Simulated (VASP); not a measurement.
Output of a VASP run:

File OUTCAR:
```
 ion  position               nearest neighbor table
   1  0.000  0.000  0.000-
  LATTYP: Found a body centered cubic cell.
 ALAT       =     5.3014662958
 Subroutine PRICEL returns:
 Original cell was already a primitive cell.
 Subroutine GETGRP returns: Found 48 space group operations
The static configuration has the point symmetry O_h .
The dynamic configuration has the point symmetry O_h .
 Subroutine INISYM returns: Found 48 space group operations
 Subroutine IBZKPT returns following result:
 Found     56 irreducible k-points:

 Following reciprocal coordinates:
            Coordinates               Weight
  0.000000  0.000000  0.000000      1.000000
  0.090909  0.000000  0.000000     12.000000
  0.181818  0.000000  0.000000     12.000000
  0.272727  0.000000  0.000000     12.000000
  0.363636  0.000000  0.000000     12.000000
  0.454545  0.000000  0.000000     12.000000
  0.090909  0.090909  0.000000     24.000000
  0.181818  0.090909  0.000000     48.000000
  0.272727  0.090909  0.000000     48.000000
  0.363636  0.090909  0.000000     48.000000
  0.454545  0.090909  0.000000     24.000000
  0.181818  0.181818  0.000000     24.000000
  0.272727  0.181818  0.000000     48.000000
  0.363636  0.181818  0.000000     48.000000
  0.272727  0.272727  0.000000     24.000000
  0.363636  0.272727  0.000000     24.000000
  0.090909  0.090909  0.090909      8.000000
  0.181818  0.090909  0.090909     24.000000
  0.272727  0.090909  0.090909     24.000000
  0.363636  0.090909  0.090909     24.000000
 -0.090909  0.090909  0.090909      6.000000
  0.181818  0.181818  0.090909     24.000000
  0.272727  0.181818  0.090909     48.000000
  0.363636  0.181818  0.090909     24.000000
 -0.181818  0.181818  0.090909     24.000000
  0.272727  0.272727  0.090909     24.000000
 -0.272727  0.272727  0.090909     24.000000
 -0.181818  0.272727  0.090909     24.000000
 -0.363636  0.363636  0.090909     24.000000
 -0.272727  0.363636  0.090909     48.000000
 -0.454545  0.454545  0.090909     24.000000
 -0.363636  0.454545  0.090909     48.000000
 -0.272727  0.454545  0.090909     24.000000
 -0.454545 -0.454545  0.090909     24.000000
 -0.363636 -0.454545  0.090909     48.000000
 -0.363636 -0.363636  0.090909      8.000000
  0.181818  0.181818  0.181818      8.000000
  0.272727  0.181818  0.181818     24.000000
 -0.181818  0.181818  0.181818      6.000000
  0.272727  0.272727  0.181818      8.000000
   k-points           NKPTS =     56   k-points in BZ     NKDIM =     56   number of bands    NBANDS=      8
   number of dos      NEDOS =    601   number of ions     NIONS =      1
   total plane-waves  NPLWV =  27000
   dimension x,y,z NGX =    30 NGY =   30 NGZ =   30
   dimension x,y,z NGXF=    60 NGYF=   60 NGZF=   60
   ions per type =               1
   PREC   = accura    normal or accurate (medium, high low for compatibility)
   ISTART =      0    job   : 0-new  1-cont  2-samecut
   ICHARG =      2    charge: 1-file 2-atom 10-const
   ISPIN  =      1    spin polarized calculation?
   LNONCOLLINEAR =      F non collinear calculations
   LSORBIT =      F    spin-orbit coupling
   INIWAV =      1    electr: 0-lowe 1-rand  2-diag
   ENCUT  =  400.0 eV  29.40 Ry    5.42 a.u.   7.49  7.49  7.49*2*pi/ulx,y,z
   NELM   =    100;   NELMIN=  2; NELMDL= -5     # of ELM steps
   EDIFF  = 0.1E-06   stopping-criterion for ELM
   LREAL  =      F    real-space projection
   NLSPLINE    = F    spline interpolate recip. space projectors
   LMAXMIX     =    2 max onsite mixed and CHGCAR
   VOSKOWN=      0    Vosko Wilk Nusair interpolation
   EDIFFG = 0.1E-05   stopping-criterion for IOM
   NSW    =      0    number of steps for IOM
   NBLOCK =      1;   KBLOCK =      1    inner block; outer block
   IBRION =     -1    ionic relax: 0-MD 1-quasi-New 2-CG
   NFREE  =      0    steps in history (QN), initial steepest desc. (CG)
...
```

**OSZICAR**
```
       N       E                     dE             d eps       ncg     rms          rms(c)
DAV:   1     0.315227432947E+02    0.31523E+02   -0.33576E+03   896   0.726E+02
DAV:   2    -0.676031961929E+01   -0.38283E+02   -0.38247E+02   912   0.206E+02
DAV:   3    -0.801102300252E+01   -0.12507E+01   -0.12504E+01  1552   0.314E+01
DAV:   4    -0.806185418631E+01   -0.50831E-01   -0.50637E-01  1352   0.352E+00
DAV:   5    -0.806233091365E+01   -0.47673E-03   -0.47780E-03  1624   0.261E-01    0.205E+00
DAV:   6    -0.623242868675E+01    0.18299E+01   -0.15105E+00   928   0.119E+01    0.101E+00
DAV:   7    -0.569352362493E+01    0.53891E+00   -0.26993E-01  1064   0.480E+00    0.630E-01
DAV:   8    -0.603504340262E+01   -0.34152E+00   -0.21241E-01   936   0.375E+00    0.357E-01
DAV:   9    -0.560741441085E+01    0.42763E+00   -0.18708E-01   896   0.364E+00    0.608E-02
DAV:  10    -0.572014019769E+01   -0.11273E+00   -0.42049E-02  1104   0.193E+00    0.798E-02
DAV:  11    -0.571973110575E+01    0.40909E-03   -0.14448E-03  1664   0.296E-01    0.953E-02
DAV:  12    -0.570931669259E+01    0.10414E-01   -0.13585E-02   912   0.168E+00    0.949E-02
DAV:  13    -0.561132266734E+01    0.97994E-01   -0.33703E-02   920   0.178E+00    0.125E-01
DAV:  14    -0.570265104761E+01   -0.91328E-01   -0.67418E-02   920   0.181E+00    0.627E-02
DAV:  15    -0.570283471145E+01   -0.18366E-03   -0.55131E-04  1448   0.153E-01    0.568E-02
DAV:  16    -0.570323085054E+01   -0.39614E-03   -0.67626E-04   952   0.245E-01    0.598E-02
DAV:  17    -0.570505188192E+01   -0.18210E-02   -0.11796E-03   928   0.448E-01    0.575E-02
DAV:  18    -0.570544567126E+01   -0.39379E-03   -0.15417E-03   936   0.465E-01    0.521E-02
DAV:  19    -0.570553082698E+01   -0.85156E-04   -0.63571E-05  1480   0.113E-01    0.480E-02
DAV:  20    -0.570564761168E+01   -0.11678E-03   -0.34833E-05   960   0.596E-02    0.363E-02
DAV:  21    -0.570569578686E+01   -0.48175E-04   -0.12591E-05  1168   0.505E-02    0.272E-02
DAV:  22    -0.570549872045E+01    0.19707E-03   -0.10329E-04   976   0.801E-02    0.171E-02
DAV:  23    -0.570542572829E+01    0.72992E-04   -0.96097E-05  1016   0.102E-01    0.604E-03
DAV:  24    -0.570540801732E+01    0.17711E-04   -0.28613E-05  1120   0.416E-02    0.387E-03
DAV:  25    -0.570540929103E+01   -0.12737E-05   -0.27924E-06  1360   0.165E-02    0.273E-03
DAV:  26    -0.570541131635E+01   -0.20253E-05   -0.36107E-06   952   0.160E-02    0.188E-03
DAV:  27    -0.570540834583E+01    0.29705E-05   -0.16132E-06   944   0.129E-02    0.114E-03
DAV:  28    -0.570540945745E+01   -0.11116E-05   -0.58197E-07   984   0.708E-03    0.408E-04
DAV:  29    -0.570540891926E+01    0.53819E-06   -0.34181E-07  1000   0.659E-03    0.313E-04
DAV:  30    -0.570540886527E+01    0.53992E-07   -0.13595E-07  1192   0.276E-03
   1 F= -.57054089E+01 E0= -.57054089E+01  d E =0.000000E+00
       N       E                     dE             ncg
       N       E                     dE             ncg
```

**OUTCAR**
```
------------------------ aborting loop because EDIFF is reached ----------------------------------------
  FORCE on cell =-STRESS in cart. coord.  units (eV):
  Direction    XX          YY          ZZ          XY          YZ          ZX
  --------------------------------------------------------------------------------------
  Total        0.0000993      0.0000993      0.0000993     -0.0000000      0.0000000     -0.0000000
  in kB        0.0021355      0.0021355      0.0021355     -0.0000000      0.0000000     -0.0000000
  external PRESSURE =       0.0021355 kB  Pullay stress =       0.0000000 kB
  volume of cell :       74.50
      direct lattice vectors                 reciprocal lattice vectors
    -2.650733148  2.650733148  2.650733148     0.000000000  0.188627060  0.188627060
     2.650733148 -2.650733148  2.650733148     0.188627060  0.000000000  0.188627060
     2.650733148  2.650733148 -2.650733148     0.188627060  0.188627060  0.000000000
 POSITION                                       TOTAL-FORCE (eV/Angst)
 -----------------------------------------------------------------------------------
      0.00000      0.00000      0.00000        -0.000000      0.000000     -0.000000
 -----------------------------------------------------------------------------------
    total drift:                               -0.000000     -0.000000      0.000000
  FREE ENERGIE OF THE ION-ELECTRON SYSTEM (eV)
  ---------------------------------------------------
  free  energy   TOTEN  =        -5.7054088653 eV

  energy  without entropy=       -5.7054088653  energy(sigma->0) =       -5.70540887

 total charge

# of ion       s       p       d       tot
------------------------------------------
    1        1.977   5.658   0.004   7.639
```
(Selected blocks of OUTCAR.)

**POSCAR**
```
K
1
   -2.6507331479     2.6507331479     2.6507331479
    2.6507331479    -2.6507331479     2.6507331479
    2.6507331479     2.6507331479    -2.6507331479
K
1
Direct
  0.0000000000   0.0000000000   0.0000000000
```

### Question
Write an INCAR and KPOINTS that could have produced this output.

### Answer
This is not unique; one that fits is the input of the run itself, r2SCAN+rVV10, plane waves, VASP's PBE PAW potentials (set 64).

INCAR:
```
! general
SYSTEM   = K
PREC     = Accurate
ENCUT    = 400
LREAL    = .False.
LASPH    = .True.

! electronic loop
EDIFF    = 1E-7
NELM     = 100
ALGO     = Normal
LMIXTAU  = .True.

! smearing
ISMEAR   = -5

! functional
METAGGA  = R2SCAN
LUSE_VDW = .True.
BPARAM   = 11.95
CPARAM   = 0.0093

! ions
ISIF     = 2

! output
LWAVE    = .False.
LCHARG   = .False.
LORBIT   = 11
NEDOS    = 601
```

### KPOINTS
```
Regular mesh
0
gamma
 11 11 11
```

KPOINTS_OPT:
```
k-points along high-symmetry lines
10
Line-mode
Reciprocal
  0.000000   0.000000   0.000000 ! GAMMA
  0.500000  -0.500000   0.500000 ! H

  0.500000  -0.500000   0.500000 ! H
  0.000000   0.000000   0.500000 ! N

  0.000000   0.000000   0.500000 ! N
  0.000000   0.000000   0.000000 ! GAMMA

  0.000000   0.000000   0.000000 ! GAMMA
  0.250000   0.250000   0.250000 ! P

  0.250000   0.250000   0.250000 ! P
  0.500000  -0.500000   0.500000 ! H

  0.250000   0.250000   0.250000 ! P
  0.000000   0.000000   0.500000 ! N
```

POTCAR, in this order: K_sv (PBE.64 set). Program: vasp_std.

For a metal the tetrahedron method with Blöchl corrections gives inexact stress and forces.

The structure comes from a measured K entry (Im-3m) of the Crystallography Open Database, whose conditions weren't checked. It was relaxed first.
